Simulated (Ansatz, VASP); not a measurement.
# Cross-check of CrSeS (2H-CrSSe monolayer) between VASP and Ansatz, part 2 of 2

One calculation is typed for both programs; each brings its own data sets. How far apart do they land? The structure shown is the start of the Ansatz relaxation below; VASP solves that cell, so the two are compared at the walk's first step.

VASP 6.6.1 and Ansatz 0.2.0.

So far: The structure; Ansatz: relaxation, LDA.

**3. VASP: single point, LDA, start cell**

Level of this step: LDA, no spin polarisation; plane waves and PAW (Se, Cr_pv, S) (VASP).

The same cell, functional (in two slightly different forms), mesh and smearing now go to VASP, with its own data sets.

Lines of VASP's logs that name or quote its potential files are left out, and so is its time.

INCAR reads:

```
SYSTEM = CrSeS
PREC = Accurate
ENCUT = 400
EDIFF = 1E-06
NELM = 120
ISMEAR = -1
SIGMA = 0.05
LREAL = .FALSE.
ALGO = Normal
GGA = CA
NBANDS = 18
LASPH = .TRUE.
LORBIT = 11
LWAVE = .FALSE.
LCHARG = .FALSE.
ISIF = 2
LDIPOL = .TRUE.
IDIPOL = 3
DIPOL = 0.5 0.5 0.501
LVHAR = .TRUE.
GGA_COMPAT = .FALSE.
EFERMI = MIDGAP
NELMDL = -8
```

POSCAR reads:

```
CrSeS
1.0
    3.1250000000      0.0000000000      0.0000000000
   -1.5625000000      2.7063290000      0.0000000000
    0.0000000000      0.0000000000     37.2484610000
Se Cr S
1 1 1
Direct
    0.3333334565      0.6666669130      0.4577370324
    0.0000000000      0.0000000000      0.5030645964
    0.3333334565      0.6666669130      0.5422629676
```

KPOINTS reads:

```
Automatic mesh
0
Gamma
12 12 1
0 0 0
```

PAW data sets: Se, Cr_pv and S (LDA family, release 64).

Run with:

```console
$ mpirun -np 1 vasp_std
```

Numbers of over 12 decimals in the logs are rounded to 6 here.

Log:

```text
[banner, memory and clock lines left out]
running    1 mpi-ranks, on    1 nodes
 distrk:  each k-point on    1 cores,    1 groups
 distr:  one band on    1 cores,    1 groups

 POSCAR found type information on POSCAR SeCrS
 POSCAR found :  3 types and       3 ions
 LDA part: xc-table for (Slater(with rela. corr.)+CA(PZ))
 , standard interpolation
 POSCAR, INCAR and KPOINTS ok, starting setup
 FFT: planning ... GRIDC
 FFT: planning ... GRID_SOFT
 FFT: planning ... GRID
 WAVECAR not read
 entering main loop
       N       E                     dE             d eps       ncg     rms          rms(c)
DAV:   1     0.137907641720E+03    0.13791E+03   -0.97367E+03   892   0.784E+02
DAV:   2    -0.111249985937E+02   -0.14903E+03   -0.14522E+03   958   0.225E+02
DAV:   3    -0.238839762970E+02   -0.12759E+02   -0.12707E+02   896   0.638E+01
DAV:   4    -0.241505335468E+02   -0.26656E+00   -0.26640E+00   926   0.101E+01
DAV:   5    -0.241580102906E+02   -0.74767E-02   -0.74763E-02  1042   0.141E+00
DAV:   6    -0.241581069330E+02   -0.96642E-04   -0.96640E-04   970   0.143E-01
DAV:   7    -0.241581092485E+02   -0.23155E-05   -0.23152E-05   986   0.216E-02
DAV:   8    -0.241581093092E+02   -0.60732E-07   -0.60813E-07   734   0.363E-03    0.167E+01
DAV:   9    -0.324736640132E+02   -0.83156E+01   -0.14768E+02   764   0.768E+01    0.346E+01
DAV:  10    -0.214352594234E+02    0.11038E+02   -0.94672E+01   806   0.794E+01    0.708E+00
DAV:  11    -0.212281017659E+02    0.20716E+00   -0.37534E+00   748   0.117E+01    0.321E+00
DAV:  12    -0.211470993796E+02    0.81002E-01   -0.34089E-01   802   0.381E+00    0.154E+00
DAV:  13    -0.211351926692E+02    0.11907E-01   -0.56048E-02   810   0.152E+00    0.454E-01
DAV:  14    -0.211334216041E+02    0.17711E-02   -0.17732E-02   874   0.974E-01    0.239E-01
[...]
DAV:  23    -0.211344683936E+02   -0.59406E-04   -0.35804E-06   700   0.101E-02    0.605E-03
DAV:  24    -0.211344878042E+02   -0.19411E-04   -0.13652E-06   682   0.713E-03    0.347E-03
DAV:  25    -0.211345013162E+02   -0.13512E-04   -0.61013E-07   600   0.361E-03    0.212E-03
DAV:  26    -0.211345092900E+02   -0.79738E-05   -0.22969E-07   516   0.283E-03    0.113E-03
DAV:  27    -0.211345120607E+02   -0.27707E-05   -0.44598E-08   414   0.907E-04    0.407E-04
DAV:  28    -0.211345147611E+02   -0.27004E-05   -0.67109E-08   462   0.809E-04    0.445E-04
DAV:  29    -0.211345158526E+02   -0.10915E-05   -0.24370E-08   402   0.576E-04    0.182E-04
DAV:  30    -0.211345161017E+02   -0.24910E-06   -0.45084E-09   402   0.294E-04
   1 F= -.21134516E+02 E0= -.21134510E+02  d E =-.116058E-04
```

From OUTCAR (step 3):

```text
ion  position               nearest neighbor table
   1  0.333  0.667  0.458-   2 2.47   2 2.47   2 2.47
   2  0.000  0.000  0.503-   3 2.32   3 2.32   3 2.32   1 2.47   1 2.47   1 2.47
   3  0.333  0.667  0.542-   2 2.32   2 2.32   2 2.32

  LATTYP: Found a hexagonal cell.
 ALAT       =     3.1250000000
 C/A-ratio  =    11.9195075200

 Subroutine GETGRP returns: Found  6 space group operations
 (whereof  6 operations were pure point group operations)

The static configuration has the point symmetry C_3v.

 Found     19 irreducible k-points:

   k-points           NKPTS =     19   k-points in BZ     NKDIM =     19   number of bands    NBANDS=     18

   dimension x,y,z NGX =    20 NGY =   20 NGZ =  250
   dimension x,y,z NGXF=    40 NGYF=   40 NGZF=  500

   ENCUT  =  400.0 eV  29.40 Ry    5.42 a.u.   5.10  5.10 60.74*2*pi/ulx,y,z

   NELECT =      24.0000    total number of electrons

 k-points in reciprocal lattice and weights: Automatic mesh
   0.00000000  0.00000000  0.00000000       0.007
   0.08333333  0.00000000  0.00000000       0.042
   0.16666667  0.00000000  0.00000000       0.042
   0.25000000  0.00000000  0.00000000       0.042
   0.33333333  0.00000000  0.00000000       0.042
   0.41666667  0.00000000  0.00000000       0.042
   0.50000000  0.00000000  0.00000000       0.021
   0.08333333  0.08333333  0.00000000       0.042
   0.16666667  0.08333333  0.00000000       0.083
[...]
0.33333333  0.25000000  0.00000000       0.083
   0.33333333  0.33333333  0.00000000       0.014

 dipolmoment           0.000000      0.000000      0.038165 electrons x Angstroem

 average (electrostatic) potential at core
       1 -68.2119       2 -80.8645       3 -95.5538

 E-fermi :  -3.3849

 k-point     1 :       0.0000    0.0000    0.0000
  band No.  band energies     occupation
    ...
      8      -5.5577      2.00000
      9      -5.5577      2.00000
     10      -4.5750      2.00000
     11      -4.5750      2.00000
     12      -3.9279      1.99996
     13      -1.1463      0.00000
     14      -1.1463      0.00000
     15      -0.8320      0.00000
     16      -0.8320      0.00000
     17       0.8492      0.00000
    ...

 k-point     2 :       0.0833    0.0000    0.0000
  band No.  band energies     occupation
    ...
      8      -5.6885      2.00000
      9      -5.5246      2.00000
     10      -4.6749      2.00000
     11      -4.6666      2.00000
     12      -3.9318      1.99996
     13      -1.4521      0.00000
     14      -1.3620      0.00000
     15      -1.1736      0.00000
     16      -0.9333      0.00000
     17       1.0182      0.00000
    ...

 k-point     3 :       0.1667    0.0000    0.0000
  band No.  band energies     occupation
    ...
      8      -6.0470      2.00000
      9      -5.4923      2.00000
     10      -5.0034      2.00000
     11      -4.8265      2.00000
     12      -4.0329      2.00000
     13      -2.2448      0.00000
     14      -1.8289      0.00000
     15      -1.5149      0.00000
     16      -0.9141      0.00000
     17       1.4338      0.00000
    ...

  Total       -3.3040546     -3.3040537     -4.5780844      0.0000000     -0.0000000     -0.0000000
  in kB      -16.8042391    -16.8042343    -23.2838841      0.0000000     -0.0000000     -0.0000000
  external PRESSURE =     -18.9641192 kB  Pullay stress =       0.0000000 kB

  energy-cutoff  :      400.00
  volume of cell :      315.02
      direct lattice vectors                 reciprocal lattice vectors
     3.125000000  0.000000000  0.000000000     0.320000000  0.184752113  0.000000000
    -1.562500000  2.706329000  0.000000000     0.000000000  0.369504225  0.000000000
     0.000000000  0.000000000 37.248461000     0.000000000  0.000000000  0.026846747

 POSITION                                       TOTAL-FORCE (eV/Angst)
 -----------------------------------------------------------------------------------
      0.00000      1.80422     17.05000         0.000000     -0.000000      1.551057
      0.00000      0.00000     18.73838         0.000000     -0.000000     -0.295624
      0.00000      1.80422     20.19846        -0.000000      0.000000     -1.255433
 -----------------------------------------------------------------------------------
    total drift:                               -0.000001     -0.000553      0.000556

  FREE ENERGIE OF THE ION-ELECTRON SYSTEM (eV)
  ---------------------------------------------------
  free  energy   TOTEN  =       -21.1345161017 eV

  energy  without entropy=      -21.1345044959  energy(sigma->0) =      -21.13451030

 vacuum level on the upper side and lower side of the slab         2.341         1.524

 total charge
# of ion       s       p       d       tot
------------------------------------------
    1        1.491   2.275   0.057   3.823
    2        0.295   6.322   4.252  10.870
    3        1.367   2.283   0.000   3.650
--------------------------------------------------
tot          3.153  10.880   4.309  18.342

[... 3 further parts left out ...]
```

This run has no spin polarisation, so a moment on Cr, if there is one, isn't seen.

**4. Side by side**

Known differences besides the potentials themselves: the two LDA forms differ slightly; Ansatz cuts the interaction across the vacuum, VASP repeats the sheet with a dipole correction; the data sets hold 36 valence electrons in Ansatz (on its PAW soft_1 files) and 24 in VASP; the cutoff is 420 eV in Ansatz and 400 eV in VASP; VASP's log shows a relativistic correction to its local exchange, Ansatz's none. Total energies have different zeros and are not compared.

Forces (eV/Å; atoms numbered as in POSCAR):

| atom | Ansatz x, y, z | VASP x, y, z |
| --- | --- | --- |
| Se1 | 0.000, 0.000, 1.585 | 0.000, 0.000, 1.551 |
| Cr2 | 0.000, 0.000, -0.329 | 0.000, 0.000, -0.296 |
| S3 | 0.000, 0.000, -1.256 | 0.000, 0.000, -1.255 |

The forces differ by 16 meV/Å r.m.s., which is 2.4 % of the r.m.s. force of 0.672 eV/Å (both taken over all components). With vacuum in the cell, a pressure given here is an average over mostly empty space and none of the material.

**5. Outcome**

```json
{"r.m.s. force difference (single point, LDA, start cell)": "2.4 % of the r.m.s. force"}
```

The r.m.s. force difference is 2.4 % of the r.m.s. force (single point, LDA, start cell), within the 3 % picked in this series as the mark of a large difference. The data sets hold unlike numbers of valence electrons (36 in Ansatz and 24 in VASP), so part of the differences comes from the potentials. 1 further run of this series is not shown here. Such differences can come from data sets, numerical settings and the points named under the comparisons, not from the functional's error against experiment.

[Lines on the potential files, build, host, timing and source positions are cut from VASP's logs without a mark.]

[Logs are printed without paths, hosts, clocks, repeated set-up lines and the standing remarks that a program may print on its own settings, such as how far it seeks lower states.]

[Hosts, paths, dates, database ids (printed as entryN), source tags and the programs' standing remarks are cut or masked in the printed files.]
